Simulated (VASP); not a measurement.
Energy against volume of KZnF₃ (cubic perovskite). Computed with r2SCAN meta-GGA, VASP's PBE PAW potentials (set 64) (plane waves; VASP). Numerical set-up: 520 eV cut-off, 6×6×6 Γ-centred mesh, Gaussian smearing of 0.050 eV, potentials K_sv Zn F.

```csv
V (Å³/atom),E (eV/atom)
12.887,-7.66707
13.286,-7.67125
13.685,-7.66882
14.083,-7.66072
```

Problem. Fit these four points and predict the energy of the run at 12.489 Å³/atom.

Solution. A cubic in V^(−2/3), the third-order Birch-Murnaghan form, passes through the four points with V0 = 13.33 Å³/atom and B0 = 87 GPa, and gives -7.6552 eV/atom there. The run gave -7.6549 eV/atom, +0.3 meV/atom from the fit; all five points give B0 = 88 GPa.

The compound is KZnF3 in the cubic perovskite structure. It was relaxed first.
